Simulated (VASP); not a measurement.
# Mn2C (P4/mmm) in VASP: relaxation of cell and atoms with PBE

Aim: the relaxation of cell and atoms of Mn2C with PBE.

Program: VASP 6.6.1. These are calculated values, not measurements. Logs are shortened: lines on timing, memory, paths and dates and some standing lists are left out, and cuts for length are marked.

## (1) The crystal as given

It takes space group P4/mmm (No. 123, tetragonal). The conventional cell has a = 2.616 Å, b = 2.616 Å, c = 4.999 Å, α = 90.00°, β = 90.00°, γ = 90.00°. Mn (site symmetry 4mm) is surrounded by 4 C at 2.29 Å and 5 Mn at 2.30 to 2.62 Å. Around C (site symmetry 4/mmm) lie 8 Mn at 2.29 Å and 4 C at 2.62 Å.

The cell was built by a generator and needn't be a form met in nature.

## (2) Relaxation of cell and atoms, PBE, collinear spin, ferromagnetic start

INCAR

```
ALGO = Fast ; EDIFF = 1E-4
EDIFFG = -0.08 ; ENCUT = 520
GGA = PE ; IBRION = 2
ISIF = 3 ; ISMEAR = 0
ISPIN = 2 ; LASPH = T
LCHARG = F ; LMAXMIX = 4
LORBIT = 11 ; LREAL = F
LWAVE = F ; MAGMOM = 4 4 0
NELM = 60 ; NSW = 24
PREC = Normal ; SIGMA = 0.15
```

KPOINTS

```
k-points
0
Gamma
  8 8 4
```

POSCAR

```
Mn2C
1.0
    2.6162909700      0.0000000000      0.0000000000
    0.0000000000      2.6162909700      0.0000000000
    0.0000000000      0.0000000000      4.9986361600
Mn C
2 1
Direct
    0.5000000000      0.5000000000      0.2700000100
    0.5000000000      0.5000000000      0.7299999900
    0.0000000000      0.0000000000      0.0000000000
```

Potentials or basis: VASP PAW PBE potentials, release 64 (Mn_pv, C).

Run with:

```
> cat potpaw_PBE.64/Mn_pv/POTCAR potpaw_PBE.64/C/POTCAR > POTCAR
> mpirun -np 1 vasp_std > vasp.out
```

OUTCAR:

```text
EDIFF = 1E-4
   EDIFFG = -0.08
   ENCUT = 520
   GGA = PE
   IBRION = 2
   ISIF = 3
   ISMEAR = 0
   ISPIN = 2
   LASPH = T
   LORBIT = 11
   LREAL = F
   NELM = 60
   NSW = 24
   PREC = Normal

 ion  position               nearest neighbor table
   1  0.500  0.500  0.270-   3 2.29   3 2.29   3 2.29   3 2.29   2 2.30   2 2.70
   2  0.500  0.500  0.730-   3 2.29   3 2.29   3 2.29   3 2.29   1 2.30   1 2.70
   3  0.000  0.000  0.000-   1 2.29   2 2.29   1 2.29   2 2.29   1 2.29   2 2.29   1 2.29   2 2.29

  LATTYP: Found a simple tetragonal cell.
 ALAT       =     2.6162909700
 C/A-ratio  =     1.9105811308

  Lattice vectors:

 A1 = (   2.6162909700,   0.0000000000,   0.0000000000)
 A2 = (   0.0000000000,   2.6162909700,   0.0000000000)
 A3 = (   0.0000000000,   0.0000000000,   4.9986361600)

Analysis of symmetry for initial positions (statically):
=====================================================================
 Subroutine PRICEL returns:
 Original cell was already a primitive cell.

 Routine SETGRP: Setting up the symmetry group for a
 simple tetragonal supercell.

 Subroutine GETGRP returns: Found 16 space group operations
 (whereof 16 operations were pure point group operations)
 out of a pool of 16 trial point group operations.

The static configuration has the point symmetry D_4h.

Analysis of symmetry for dynamics (positions and initial velocities):
=====================================================================
 Subroutine PRICEL returns:
 Original cell was already a primitive cell.

 Routine SETGRP: Setting up the symmetry group for a
 simple tetragonal supercell.

 Subroutine GETGRP returns: Found 16 space group operations
 (whereof 16 operations were pure point group operations)
 out of a pool of 16 trial point group operations.

The dynamic configuration has the point symmetry D_4h.

Analysis of structural, dynamic, and magnetic symmetry:
=====================================================================
 Subroutine PRICEL returns:
 Original cell was already a primitive cell.

 Routine SETGRP: Setting up the symmetry group for a
 simple tetragonal supercell.

 Subroutine GETGRP returns: Found 16 space group operations
 (whereof 16 operations were pure point group operations)
 out of a pool of 16 trial point group operations.

The overall configuration has the point symmetry D_4h.

 Subroutine INISYM returns: Found 16 space group operations
 (whereof 16 operations are pure point group operations),
 and found     1 'primitive' translations

----------------------------------------------------------------------------------------

                                     Primitive cell

  volume of cell :      34.2156

  direct lattice vectors                    reciprocal lattice vectors
     2.616290970  0.000000000  0.000000000     0.382220484  0.000000000  0.000000000
     0.000000000  2.616290970  0.000000000     0.000000000  0.382220484  0.000000000
     0.000000000  0.000000000  4.998636160     0.000000000  0.000000000  0.200054568

  length of vectors
     2.616290970  2.616290970  4.998636160     0.382220484  0.382220484  0.200054568

  position of ions in fractional coordinates (direct lattice)
     0.500000000  0.500000000  0.270000010
     0.500000000  0.500000000  0.729999990
     0.000000000  0.000000000  0.000000000

  ion indices of the primitive-cell ions
   primitive index   ion index
                 1           1
                 2           2
                 3           3

----------------------------------------------------------------------------------------

 KPOINTS: k-points

Automatic generation of k-mesh.
 Grid dimensions read from file:
 generate k-points for:    8    8    4

 Generating k-lattice:

  Cartesian coordinates                     Fractional coordinates (reciprocal lattice)
     0.047777560  0.000000000  0.000000000     0.125000000  0.000000000  0.000000000
     0.000000000  0.047777560  0.000000000     0.000000000  0.125000000  0.000000000
     0.000000000  0.000000000  0.050013642     0.000000000  0.000000000  0.250000000

  Length of vectors
     0.047777560  0.047777560  0.050013642

  Shift w.r.t. Gamma in fractional coordinates (k-lattice)
     0.000000000  0.000000000  0.000000000

 Subroutine IBZKPT returns following result:
 ===========================================

 Found     45 irreducible k-points:

 Following reciprocal coordinates:
            Coordinates               Weight
  0.000000  0.000000  0.000000      1.000000
  0.125000  0.000000  0.000000      4.000000
  0.250000  0.000000  0.000000      4.000000
  0.375000  0.000000  0.000000      4.000000
  0.500000  0.000000  0.000000      2.000000
  0.125000  0.125000  0.000000      4.000000
[... 16 lines left out ...]
  0.375000  0.125000  0.250000     16.000000
  0.500000  0.125000  0.250000      8.000000
 [... further k-points ...]
   k-points           NKPTS =     45   k-points in BZ     NKDIM =     45   number of bands    NBANDS=     23
   number of dos      NEDOS =    301   number of ions     NIONS =      3
   total plane-waves  NPLWV =   7168
   dimension x,y,z NGX =    16 NGY =   16 NGZ =   28
   dimension x,y,z NGXF=    32 NGYF=   32 NGZF=   56
   ions per type =               2   1
   NGX,Y,Z   is equivalent  to a cutoff of  10.17, 10.17,  9.31 a.u.
   NGXF,Y,Z  is equivalent  to a cutoff of  20.33, 20.33, 18.62 a.u.
 SYSTEM =  unknown system
   PREC   = normal    normal or accurate (medium, high low for compatibility)
   ISTART =      0    job   : 0-new  1-cont  2-samecut
   ICHARG =      2    charge: 1-file 2-atom 10-const
   ISPIN  =      2    spin polarized calculation?
   LNONCOLLINEAR =      F non collinear calculations
   LSORBIT =      F    spin-orbit coupling
   LASPH  =      T    aspherical Exc in radial PAW
   ENCUT  =  520.0 eV  38.22 Ry    6.18 a.u.   4.86  4.86  9.29*2*pi/ulx,y,z
   NELM   =     60;   NELMIN=  2; NELMDL= -5     # of ELM steps
   EDIFF  = 0.1E-03   stopping-criterion for ELM
   LREAL  =      F    real-space projection
   EDIFFG = -.8E-01   stopping-criterion for IOM
   NSW    =     24    number of steps for IOM
   IBRION =      2    ionic relax: 0-MD 1-quasi-New 2-CG
   NFREE  =      1    steps in history (QN), initial steepest desc. (CG)
   ISIF   =      3    stress and relaxation
   ISYM   =      2    0-nonsym 1-usesym 2-fastsym
   POTIM  = 0.5000    time-step for ionic-motion
   TEBEG  =    0.0;   TEEND  =   0.0 temperature during run
   PSTRESS=    0.0 pullay stress
   NELECT =      30.0000    total number of electrons
   NUPDOWN=      -1.0000    fix difference up-down
   EMIN   =  10.00;   EMAX   =-10.00  energy-range for DOS
   EFERMI =   0.00;   METHOD = LEGACY
   ISMEAR =     0;   SIGMA  =   0.15  broadening in eV -4-tet -1-fermi 0-gaus
   EFERMI_NEDOS =   21; number of points for ismear=-14 and -15
   IALGO  =     68    algorithm
   IMIX   =      4    mixing-type and parameters
     AMIX     =   0.40;   BMIX     =  1.00
     AMIX_MAG =   1.60;   BMIX_MAG =  1.00
  volume/ion in A,a.u.               =      11.41        76.97
  Fermi-wavevector in a.u.,A,eV,Ry     =   1.566898  2.961008 33.404605  2.455169
  Thomas-Fermi vector in A             =   2.669158
   LORBIT       =     11    0 simple, 1 ext, 2 COOP (PROOUT), +10 PAW based schemes
   GGA     = PE    functional components
   LHFCALC =     F    Hartree Fock is set to
   AEXX    =    0.0000 exact exchange contribution
   IVDW    =     0    specifies the selected vdW correction
   LEPSILON=     F    determine dielectric tensor
   LRPA    =     F    only Hartree local field effects (RPA)
 conjugate gradient relaxation of ions
 spin polarized calculation
 RMM-DIIS sequential band-by-band and
 Gauss-broadening in eV      SIGMA  =   0.15
  energy-cutoff  :      520.00
  volume of cell :       34.22
 maximum number of plane-waves:       944
   NGX =  9   NGY =  9   NGZ = 19

--------------------------------------- Ionic step        1  -------------------------------------------

 number of electron      29.9999784 magnetization       3.0127485

 Free energy of the ion-electron system (eV)
  ---------------------------------------------------
  ext. energy  EPLUGINS =         0.00000000
  ---------------------------------------------------
  free energy    TOTEN  =       -24.34246351 eV

  energy without entropy =      -24.30338756  energy(sigma->0) =      -24.32292554

------------------------ aborting loop because EDIFF is reached ----------------------------------------

  FORCE on cell =-STRESS in cart. coord.  units (eV):
  Direction    XX          YY          ZZ          XY          YZ          ZX
  --------------------------------------------------------------------------------------
  -------------------------------------------------------------------------------------
  Total       -5.1511250     -5.1511250     -9.0981944      0.0000000     -0.0000000      0.0000000
  in kB     -241.2065296   -241.2065296   -426.0319631      0.0000000     -0.0000000      0.0000000
  external PRESSURE =    -302.8150075 kB  Pullay stress =       0.0000000 kB
[... 92 lines left out ...]
  FREE ENERGIE OF THE ION-ELECTRON SYSTEM (eV)
  ---------------------------------------------------
  free  energy   TOTEN  =       -25.3282916136 eV

  energy  without entropy=      -25.2947192392  energy(sigma->0) =      -25.31150543

 E-fermi :  10.0887     XC(G=0): -13.5764

 val. band max:       10.0827040687   @ k =   0.3750   0.1250   0.2500
 cond. band min:      10.0972627773   @ k =   0.3750   0.3750   0.2500
 fundamental gap:      0.0145587086
 Fermi energy:        10.0887030309

 spin component 1

 k-point     1 :       0.0000    0.0000    0.0000
  band No.  band energies     occupation
      1     -39.1392      1.00000
      2     -38.5356      1.00000
      3     -38.5356      1.00000
      4     -38.4381      1.00000
      5     -38.4381      1.00000
      6     -38.2018      1.00000
[... 1241 lines left out ...]
     22      18.4973      0.00000
     23      23.2163      0.00000

 [... further k-points ...]

[... ionic steps 4 to 14 ...]

--------------------------------------- Ionic step       15  -------------------------------------------

 number of electron      30.0000037 magnetization       2.2915482

------------------------ aborting loop because EDIFF is reached ----------------------------------------
[... 69 lines left out ...]
--------------------------------------- Ionic step       17  -------------------------------------------

 number of electron      30.0000037 magnetization       2.3172290

 Free energy of the ion-electron system (eV)
  ---------------------------------------------------
  ext. energy  EPLUGINS =         0.00000000
  ---------------------------------------------------
  free energy    TOTEN  =       -25.36142161 eV

  energy without entropy =      -25.32272003  energy(sigma->0) =      -25.34207082

 E-fermi :   9.8149     XC(G=0): -13.4694

 val. band max:        9.8086318035   @ k =   0.2500   0.2500   0.0000
 cond. band min:       9.8158675972   @ k =   0.3750   0.2500   0.0000
 fundamental gap:      0.0072357937
 Fermi energy:         9.8148762169

 spin component 1

 k-point     1 :       0.0000    0.0000    0.0000
  band No.  band energies     occupation
      1     -39.3546      1.00000
      2     -38.8084      1.00000
      3     -38.8084      1.00000
      4     -38.7222      1.00000
      5     -38.7222      1.00000
      6     -38.5131      1.00000
[... 1273 lines left out ...]
  FREE ENERGIE OF THE ION-ELECTRON SYSTEM (eV)
  ---------------------------------------------------
  free  energy   TOTEN  =       -25.3614216051 eV

  energy  without entropy=      -25.3227200269  energy(sigma->0) =      -25.34207082

 reached required accuracy - stopping structural energy minimisation

 total charge

# of ion       s       p       d       tot
------------------------------------------
    1        0.364   6.376   5.261  12.001
    2        0.364   6.376   5.261  12.001
    3        0.852   1.488   0.000   2.340
--------------------------------------------------
tot          1.579  14.240  10.523  26.342

 magnetization (x)

# of ion       s       p       d       tot
------------------------------------------
    1        0.008   0.005   1.231   1.244
    2        0.008   0.005   1.231   1.244
    3       -0.023  -0.128   0.000  -0.151
--------------------------------------------------
tot         -0.006  -0.118   2.462   2.338
```

It took 4.8 min on 1 thread of Intel Xeon Platinum 8259CL at 2.50GHz (Skylake/Cascade Lake), shared host; peak memory 0.17 GiB.

Results:

| Quantity | Value |
| --- | --- |
| Free energy | -25.3614 eV |
| Relaxed volume | 9.60 Å³/atom |
| Relaxed cell | a = 2.509 Å, b = 2.509 Å, c = 4.574 Å, α = 90.00°, β = 90.00°, γ = 90.00° |
| Space group after relaxing (to 0.05 Å) | P4/mmm (No. 123) |
| Energy gained by relaxing | 339.7 meV/atom |
| Ionic steps | 17 |
| Pressure after relaxing | -0.9 GPa |
| Largest force after relaxing | 0.042 eV/Å |
| Band gap on the k mesh | none (metal or under the smearing width) |
| Net moment | 2.32 μB per cell |
| Site moments | Mn +1.24; C -0.15 μB |
| Valence electrons inside the program's atomic spheres | Mn 12.00; C 2.34 |

Forces on the atoms (eV/Å):
```
Mn   0.000  0.000 -0.042
Mn   0.000  0.000  0.042
C    0.000  0.000  0.000
```

The path:
```
step  energy change (eV)  largest force (eV/Å)  pressure (GPa)  volume (Å³)
   1              0.0000                2.3758          -30.28        34.22
   2             -0.3311                2.4585           57.64        24.57
   3             -0.9858                0.8694            0.85        28.17
   4             -0.9884                0.6941            2.84        27.96
   5             -0.9881                0.6179            4.19        27.85
   6             -1.0120                0.2738            2.57        28.41
   7             -1.0143                0.0604            1.78        28.29
   8             -1.0142                0.0094            3.67        28.26
   9             -1.0143                0.0683            3.81        28.28
  10             -1.0098                0.2492           -4.26        29.17
  11             -1.0173                0.0797            0.22        28.60
  12             -1.0173                0.0826           -0.69        28.66
  13             -1.0173                0.0804           -0.40        28.63
  14             -1.0174                0.0726            1.88        28.62
  15             -1.0176                0.1089           -1.52        28.84
  16             -1.0176                0.1292           -1.46        28.82
  17             -1.0190                0.0422           -0.85        28.79
```

Final structure:
```
Mn C
1.0
     2.50865    0.00000    0.00000
     0.00000    2.50865    0.00000
     0.00000    0.00000    4.57445
Mn C
2 1
Direct
  0.50000 0.50000 0.25011
  0.50000 0.50000 0.74989
  0.00000 0.00000 0.00000
```

Levels at points of the mesh, in eV from the Fermi level:
Spin up:
| k point | band 13 | band 14 | band 15 | band 16 | band 17 | band 18 | band 19 | band 20 |
| --- | --- | --- | --- | --- | --- | --- | --- | --- |
| (0.00, 0.00, 0.00) | -2.82 | -2.62 | -0.14 | 0.14 | 0.45 | 0.45 | 2.78 | 3.43 |
| (0.50, 0.00, 0.00) | -2.40 | -1.46 | -1.01 | -0.07 | 0.28 | 0.57 | 1.78 | 4.45 |
| (0.50, 0.50, 0.00) | -0.47 | -0.41 | -0.41 | 0.32 | 1.25 | 1.41 | 2.02 | 4.87 |
| (0.00, 0.00, 0.50) | -2.31 | -2.31 | -0.59 | -0.59 | -0.03 | 0.03 | 3.11 | 4.06 |
| (0.50, 0.00, 0.50) | -2.15 | -1.25 | -1.23 | -0.66 | -0.38 | -0.19 | 1.40 | 4.27 |
| (0.50, 0.50, 0.50) | -1.17 | -0.72 | 0.97 | 1.32 | 1.33 | 2.19 | 2.19 | 4.75 |
Spin down:
```csv
k point,band 11,band 12,band 13,band 14,band 15,band 16,band 17,band 18
"(0.00, 0.00, 0.00)",-3.01,-2.00,-2.00,-1.90,1.56,1.87,1.98,1.98
"(0.50, 0.00, 0.00)",-2.53,-1.72,-1.70,-0.09,0.37,0.60,1.49,2.11
"(0.50, 0.50, 0.00)",-2.60,0.17,0.17,1.04,1.04,1.22,2.14,2.30
"(0.00, 0.00, 0.50)",-2.16,-2.10,-1.60,-1.60,0.85,0.85,1.68,1.75
"(0.50, 0.00, 0.50)",-2.41,-1.56,-1.44,-0.57,0.36,0.76,1.01,1.08
"(0.50, 0.50, 0.50)",-1.18,-1.18,-0.46,0.05,2.13,2.21,2.22,3.24
```

Caveat: the volume moved by over 15 % at a fixed basis, so the end points are rough; the moment fell far below its start of 4 μB, so a state of higher moment may lie lower in energy; the relaxation stopped at a loose force limit of 0.08 eV/Å, so its end isn't a converged minimum.
